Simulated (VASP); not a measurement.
# Lattice of MgB2 across functionals and dispersion corrections, part 3 of 3

How close do the usual functionals, with and without dispersion, come to the cell of MgB2? LASPH is on for some levels and off for others; the table marks which. The start is a cell from a database of measured crystal structures.

VASP 6.6.1, plane waves and PAW; the level of theory is named at each step.

Still holding for the runs below: The k-mesh is coarse for a metal.

So far. Step 7 (Relaxation with r2SCAN + rVV10): It ends at 9.498 Å³/atom, -1.9 % from the start, with -0.06 GPa left. The conventional cell has a = 3.062 and c = 3.509 Å. Against plain r2SCAN, the dispersion term moves a by -0.0 % and c by -0.2 %. Step 8 (Relaxation with PBE + D4): It ends at 9.333 Å³/atom, -3.6 % from the start, with 0.02 GPa left. The conventional cell has a = 3.051 and c = 3.473 Å. Against plain PBE, the dispersion term moves a by -0.6 % and c by -1.6 %.

## Step 9: Relaxation with vdW-DF-cx

This step: vdW-DF-cx; plane waves and PAW (Mg, B) (VASP 6.6.1).

vdW-DF-cx takes its exchange from the same plasmon model as its correlation.

INCAR reads:

```
SYSTEM = MgB2
PREC = Accurate
ENCUT = 520
EDIFF = 1E-06
NELM = 100
ISMEAR = -1
SIGMA = 0.05
LREAL = .FALSE.
ALGO = Normal
GGA = CX
AGGAC = 0
LUSE_VDW = .TRUE.
LASPH = .TRUE.
NBANDS = 10
LORBIT = 11
LWAVE = .FALSE.
LCHARG = .FALSE.
KPAR = 4
IBRION = 2
NSW = 60
ISIF = 3
EDIFFG = -0.01
```

POSCAR reads:

```
MgB2
1.0
    3.0850000000      0.0000000000      0.0000000000
   -1.5425000000      2.6716883707      0.0000000000
    0.0000000000      0.0000000000      3.5230000000
Mg B
1 2
Direct
    0.0000000000      0.0000000000      0.0000000000
    0.3333333333      0.6666666667      0.5000000000
    0.6666666667      0.3333333333      0.5000000000
```

KPOINTS reads:

```
Automatic mesh
0
Gamma
7 7 6
0 0 0
```

Potentials, in the order of the species: Mg and B (PBE family, release 64).

On the command line:

```sh
> mpirun -np 4 vasp_std
```

The program printed:

```text
[banner, memory and clock lines left out]
running    4 mpi-ranks, on    1 nodes
[...]
[... a notice as in an earlier step ...]

 [... a notice as in an earlier step ...]

 LDA part: xc-table for (Slater+PW92), standard interpolation
 POSCAR, INCAR and KPOINTS ok, starting setup
[...]
entering main loop
       N       E                     dE             d eps       ncg     rms          rms(c)
DAV:   1     0.469719967137E+01    0.46972E+01   -0.38301E+03   712   0.668E+02
DAV:   2    -0.140138859941E+02   -0.18711E+02   -0.17335E+02   874   0.104E+02
DAV:   3    -0.144427663852E+02   -0.42888E+00   -0.42169E+00   830   0.135E+01
DAV:   4    -0.144438857576E+02   -0.11194E-02   -0.11193E-02   822   0.731E-01
[...]
DAV:  10    -0.129447362960E+02    0.67077E-04   -0.14074E-03   808   0.216E-01    0.299E-02
DAV:  11    -0.129447078927E+02    0.28403E-04   -0.13346E-04   722   0.665E-02    0.243E-03
DAV:  12    -0.129447080505E+02   -0.15774E-06   -0.19890E-06   740   0.100E-02
   1 F= -.12944708E+02 E0= -.12941072E+02  d E =-.129447E+02
[...]
N       E                     dE             d eps       ncg     rms          rms(c)
DAV:   1    -0.129458472666E+02   -0.11394E-02   -0.20349E-02   708   0.141E+00    0.910E-02
DAV:   2    -0.129456966702E+02    0.15060E-03   -0.27117E-04   696   0.106E-01    0.479E-02
DAV:   3    -0.129456634306E+02    0.33240E-04   -0.94427E-05   738   0.585E-02    0.113E-02
DAV:   4    -0.129456633673E+02    0.63328E-07   -0.61254E-06   726   0.150E-02
   2 F= -.12945663E+02 E0= -.12942138E+02  d E =-.955317E-03
 trial-energy change:   -0.000955  1 .order   -0.000939   -0.003140    0.001263
 step:   0.7178(harm=  0.7132)  dis= 0.00000  next Energy=   -12.945841 (dE=-0.113E-02)
[...]
N       E                     dE             d eps       ncg     rms          rms(c)
DAV:   1    -0.129458597660E+02   -0.19634E-03   -0.16166E-03   706   0.395E-01    0.258E-02
DAV:   2    -0.129458462646E+02    0.13501E-04   -0.21616E-05   694   0.298E-02    0.136E-02
DAV:   3    -0.129458418239E+02    0.44407E-05   -0.74835E-06   730   0.164E-02    0.319E-03
DAV:   4    -0.129458411509E+02    0.67291E-06   -0.46780E-07   336   0.418E-03
   3 F= -.12945841E+02 E0= -.12942278E+02  d E =-.113310E-02
[...]
reached required accuracy - stopping structural energy minimisation
```

The job ended after 26 s (4 MPI ranks of AMD EPYC 9R45, shared host; peak memory 1.1 GiB).

OUTCAR, selected parts (step 9):

```text
  Total        0.0038101      0.0038101     -0.0116339      0.0000000     -0.0000000     -0.0000000
  in kB        0.2120185      0.2120185     -0.6473890      0.0000000     -0.0000000     -0.0000000
  external PRESSURE =      -0.0744507 kB  Pullay stress =       0.0000000 kB

 POSITION                                       TOTAL-FORCE (eV/Angst)
 -----------------------------------------------------------------------------------
      0.00000      0.00000      0.00000        -0.000000     -0.000000      0.000000
     -0.00000      1.77504      1.75863        -0.000000      0.000000     -0.000000
      1.53723      0.88752      1.75863         0.000000     -0.000000      0.000000
 -----------------------------------------------------------------------------------
    total drift:                                0.000000     -0.000000      0.000000

  FREE ENERGIE OF THE ION-ELECTRON SYSTEM (eV)
  ---------------------------------------------------
  free  energy   TOTEN  =       -12.9458411509 eV

  energy  without entropy=      -12.9387143341  energy(sigma->0) =      -12.94227774

[... 2 parts as in an earlier step ...]

[... 2 further parts left out ...]
[key lines of the parts left out:]
E-fermi :   5.1876
```

It ends at 9.597 Å³/atom, -0.8 % from the start, with -0.01 GPa left. The conventional cell has a = 3.074 and c = 3.517 Å.

## Step 10: The cells as a table

This step: relaxed cells at several levels; plane waves and PAW (VASP 6.6.1).

Derived from the runs above.

Lengths are those of the conventional cell; cost is the wall time of each run, as given at its step, times its ranks, without the set-up around it; LASPH differs between rows, which moves results and costs too. Results by level, by row:

```tsv
level	volume (Å³/atom)	change from the start (%)	a (Å)	c (Å)	cost (core minutes)	LASPH
LDA	9.23	-4.6	3.037	3.467	0.293	off
PBEsol	9.49	-2	3.061	3.507	0.333	off
PBE	9.6	-0.8	3.071	3.529	0.293	off
r2SCAN	9.52	-1.6	3.063	3.515	1.25	on
PBE + D3(BJ)	9.29	-4	3.044	3.473	0.36	off
r2SCAN + rVV10	9.5	-1.9	3.062	3.509	3.8	on
PBE + D4	9.33	-3.6	3.051	3.473	0.627	off
vdW-DF-cx	9.6	-0.8	3.074	3.517	1.73	on
```

## Step 11: Summary of results

- volume, LDA: 9.231 Å³/atom
- volume, PBEsol: 9.487 Å³/atom
- volume, PBE: 9.604 Å³/atom
- volume, r2SCAN: 9.520 Å³/atom
- volume, PBE + D3(BJ): 9.288 Å³/atom
- volume, r2SCAN + rVV10: 9.498 Å³/atom
- volume, PBE + D4: 9.333 Å³/atom
- volume, vdW-DF-cx: 9.597 Å³/atom

What this shows: For MgB2 the levels give volumes between 9.231 Å³/atom (LDA) and 9.604 Å³/atom (PBE), a spread of 4.0 %, while the cost of the finished runs spans a factor of 13. Within 1 % of experiment on every length: PBEsol, PBE, r2SCAN, r2SCAN + rVV10 and vdW-DF-cx. The nearest, vdW-DF-cx, took 5.9 times the core time of PBE and lowers the largest miss from 0.50 to 0.37 %. Thermal and zero-point expansion, often some tenths of a per cent in length, bear on this order: with the measured lengths lowered by an assumed 0.4 % the nearest is still vdW-DF-cx. The costs hold the number of ionic steps as well as the price of the functional. The closing table has room for seven levels; PBE + D4 stands in the table of levels alone. Adding D3(BJ) to PBE changes the volume by -3.3 % (a by -0.9 % and c by -1.6 %). Adding rVV10 to r2SCAN changes the volume by -0.2 % (a by -0.0 % and c by -0.2 %). Adding D4 to PBE changes the volume by -2.8 % (a by -0.6 % and c by -1.6 %). Pairwise corrections of the D and TS kind ignore the screening in a metal, so they may overbind here. Within 0.02 Å all end in space group P6/mmm; the runs can't lower the symmetry of the start. The k-sampling is coarse for a metal, so the Fermi level, pressures and the shape of the cell carry errors. LASPH is on for some levels and off for others, so differences between them are not the functional's alone. Each is a single relaxation on the plane waves of the start cell, so larger changes of volume carry a basis-set error that was not tested here.

Comparison with the measured values:

| quantity | measured | LDA | PBEsol | PBE | r2SCAN | PBE + D3(BJ) | r2SCAN + rVV10 | vdW-DF-cx |
| --- | --- | --- | --- | --- | --- | --- | --- | --- |
| lattice constant a (Å) | 3.086 | 3.037 (-1.6 %) | 3.061 (-0.8 %) | 3.071 (-0.5 %) | 3.063 (-0.7 %) | 3.044 (-1.4 %) | 3.062 (-0.8 %) | 3.074 (-0.4 %) |
| lattice constant c (Å) | 3.524 | 3.467 (-1.6 %) | 3.507 (-0.5 %) | 3.529 (+0.1 %) | 3.515 (-0.3 %) | 3.473 (-1.4 %) | 3.509 (-0.4 %) | 3.517 (-0.2 %) |

Measured values from arxiv:cond-mat/0103164 (2001).

Verdict: For the lattice constant a, of the levels listed nearest comes vdW-DF-cx (-0.4 %, good agreement) and farthest LDA (-1.6 %, a clear miss). For the lattice constant c, of the levels listed nearest comes PBE (+0.1 %, good agreement) and farthest LDA (-1.6 %, fair agreement). The grades are ours: good and fair within 0.7 and 1.5 % for the lattice constant a and 0.8 and 2 % for the lattice constant c. For lattice constants the calculation has a static lattice, without zero-point motion or thermal expansion.

[Lines on the potential files, build, host, timing and source positions are cut from VASP's logs without a mark.]

[Logs are printed without paths, hosts, clocks, repeated set-up lines and the standing remarks that a program may print on its own settings, such as how far it seeks lower states.]

[Hosts, paths, dates, database ids (printed as entryN), source tags and the programs' standing remarks are cut or masked in the printed files.]

[A measured line is paired with the nearest computed mode of its activity, which favours agreement.]
